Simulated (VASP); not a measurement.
```
SmSb
1.0
    0.00000     3.15013     3.15013
    3.15013     0.00000     3.15013
    3.15013     3.15013     0.00000
Sm Sb
1 1
Direct
  0.50000   0.50000   0.50000
  0.00000   0.00000   0.00000
```

All values below come from r2SCAN+rVV10, VASP's PBE PAW potentials (set 64) (plane waves; VASP 6.6.1). Settings: 400 eV cut-off, 11×11×11 Γ-centred mesh, tetrahedra with Blöchl corrections, potentials Sm_3 Sb.

The 4f electrons are frozen in the core of the lanthanide potential, so 4f levels, which can set the real gap, and their magnetism are missing.

Q: The job: SmSb (space group Fm-3m), 2 atoms, r2SCAN+rVV10, static run, 400 eV, 11×11×11 Γ-centred mesh. Roughly how much core time does it take on a busy server core?

A: About 4 core-minutes (one run on a shared machine, a rough figure). It had 56 irreducible k-points, 12 bands, up to 1153 plane waves and 24 electronic steps.

The structure comes from a measured SmSb entry (Fm-3m) of the Crystallography Open Database, whose conditions weren't checked. It was relaxed first.
